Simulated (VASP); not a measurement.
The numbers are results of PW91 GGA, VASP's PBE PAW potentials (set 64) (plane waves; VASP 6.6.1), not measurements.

The input files of a VASP run:

**POSCAR**
```
Fe
1
   -1.4140249514     1.4140249514     1.4140249514
    1.4140249514    -1.4140249514     1.4140249514
    1.4140249514     1.4140249514    -1.4140249514
Fe
1
Direct
  0.0000000000   0.0000000000   0.0000000000
```

**INCAR**
```
MAGMOM = 2.1
ALGO = Normal
GGA = 91   # PW91
LREAL = .False.   # projection in real space or not
PREC = Accurate
ISIF = 2
SYSTEM = Fe
ISMEAR = 1   # Methfessel-Paxton
EDIFF = 1E-7   # SCF stop (eV)
LWAVE = .False.
SIGMA = 0.1   # width (eV)
LCHARG = .False.
ENCUT = 520
LMAXMIX = 4   # l cut-off of mixed one-centre charges
LASPH = .True.
NELM = 100   # most electronic steps
LORBIT = 10
ISPIN = 2
```

### KPOINTS
```
Regular mesh
0
G
 18 18 18
```

POTCAR, in this order: Fe (PBE.64 set). Program: vasp_std.

What VASP printed:

### OSZICAR
```
       N       E                     dE             d eps       ncg     rms          rms(c)
DAV:   1     0.150036943013E+02    0.15004E+02   -0.41415E+03  7397   0.109E+03
DAV:   2    -0.888441708982E+01   -0.23888E+02   -0.22497E+02  7114   0.127E+02
DAV:   3    -0.919532966574E+01   -0.31091E+00   -0.30896E+00  8015   0.198E+01
DAV:   4    -0.919670726239E+01   -0.13776E-02   -0.13775E-02  7771   0.121E+00
DAV:   5    -0.919672014509E+01   -0.12883E-04   -0.12883E-04  7620   0.104E-01    0.112E+01
DAV:   6    -0.824059152104E+01    0.95613E+00   -0.12834E+01  7429   0.574E+01    0.529E+00
DAV:   7    -0.816856599726E+01    0.72026E-01   -0.82639E-01  7416   0.142E+01    0.311E+00
DAV:   8    -0.816334284499E+01    0.52232E-02   -0.79179E-03  8673   0.744E-01    0.143E+00
DAV:   9    -0.815622799079E+01    0.71149E-02   -0.93377E-03  8785   0.798E-01    0.412E-01
DAV:  10    -0.815643351943E+01   -0.20553E-03   -0.15967E-03  8216   0.475E-01    0.152E-01
DAV:  11    -0.815650089657E+01   -0.67377E-04   -0.14177E-04  7511   0.188E-01    0.353E-02
DAV:  12    -0.815650259716E+01   -0.17006E-05   -0.10623E-05  8896   0.460E-02    0.120E-02
DAV:  13    -0.815650242063E+01    0.17653E-06   -0.29148E-06  7999   0.175E-02    0.129E-02
DAV:  14    -0.815650242026E+01    0.36857E-09   -0.12789E-06  7653   0.121E-02    0.933E-04
DAV:  15    -0.815650240267E+01    0.17588E-07   -0.17507E-08  3564   0.144E-03
   1 F= -.81565024E+01 E0= -.81563507E+01  d E =-.455068E-03  mag=     2.1580
```

### OUTCAR
```
------------------------ aborting loop because EDIFF is reached ----------------------------------------
  FORCE on cell =-STRESS in cart. coord.  units (eV):
  Direction    XX          YY          ZZ          XY          YZ          ZX
  --------------------------------------------------------------------------------------
  Total        0.0128807      0.0128807      0.0128807      0.0000000     -0.0000000      0.0000000
  in kB        1.8248199      1.8248199      1.8248199      0.0000000     -0.0000000      0.0000000
  external PRESSURE =       1.8248199 kB  Pullay stress =       0.0000000 kB
  volume of cell :       11.31
      direct lattice vectors                 reciprocal lattice vectors
    -1.414024951  1.414024951  1.414024951     0.000000000  0.353600550  0.353600550
     1.414024951 -1.414024951  1.414024951     0.353600550  0.000000000  0.353600550
     1.414024951  1.414024951 -1.414024951     0.353600550  0.353600550  0.000000000
 POSITION                                       TOTAL-FORCE (eV/Angst)
 -----------------------------------------------------------------------------------
      0.00000      0.00000      0.00000        -0.000000      0.000000      0.000000
 -----------------------------------------------------------------------------------
    total drift:                               -0.000000     -0.000000      0.000000
  FREE ENERGIE OF THE ION-ELECTRON SYSTEM (eV)
  ---------------------------------------------------
  free  energy   TOTEN  =        -8.1565024027 eV

  energy  without entropy=       -8.1560473346  energy(sigma->0) =       -8.15635071

 total charge

# of ion       s       p       d       tot
------------------------------------------
    1        0.489   0.540   6.257   7.286

 magnetization (x)

# of ion       s       p       d       tot
------------------------------------------
    1       -0.012  -0.050   2.213   2.152
```
(Selected blocks of OUTCAR.)

OUTCAR:
```
 val. band max:        5.8293022295   @ k =  -0.4444  -0.4444   0.2778

 cond. band min:       5.8404050679   @ k =  -0.3889   0.5000   0.2778


 Fermi energy:         5.8388996548

 spin component 1

 k-point     1 :       0.0000    0.0000    0.0000
  band No.  band energies     occupation
      1      -2.6042      1.00000
      2       3.5251      1.00000
      3       3.5251      1.00000
      4       3.5251      1.00000
      5       4.8133      1.00000
      6       4.8133      1.00000
      7      30.9222      0.00000
      8      30.9222      0.00000
      9      30.9222      0.00000

 k-point     2 :       0.0556    0.0000    0.0000
  band No.  band energies     occupation
      1      -2.4756      1.00000
      2       3.4897      1.00000
      3       3.5228      1.00000
      4       3.5947      1.00000
      5       4.7774      1.00000
      6       4.8160      1.00000
      7      30.0688      0.00000
      8      30.7401      0.00000
      9      30.8292      0.00000

 k-point     3 :       0.1111    0.0000    0.0000
  band No.  band energies     occupation
      1      -2.0979      1.00000
      2       3.3889      1.00000
      3       3.5060      1.00000
      4       3.7985      1.00000
      5       4.6935      1.00000
      6       4.8249      1.00000
      7      28.0939      0.00000
      8      30.0876      0.00000
      9      30.5965      0.00000

 k-point     4 :       0.1667    0.0000    0.0000
  band No.  band energies     occupation
      1      -1.4987      1.00000
      2       3.2369      1.00000
      3       3.4563      1.00000
      4       4.1208      1.00000
      5       4.6212      1.00000
      6       4.8414      1.00000
      7      25.6459      0.00000
      8      29.0008      0.00000
      9      30.3114      0.00000

 k-point     5 :       0.2222    0.0000    0.0000
  band No.  band energies     occupation
      1      -0.7405      1.00000
...
```

The compound is Fe in the bcc structure. It was relaxed first.
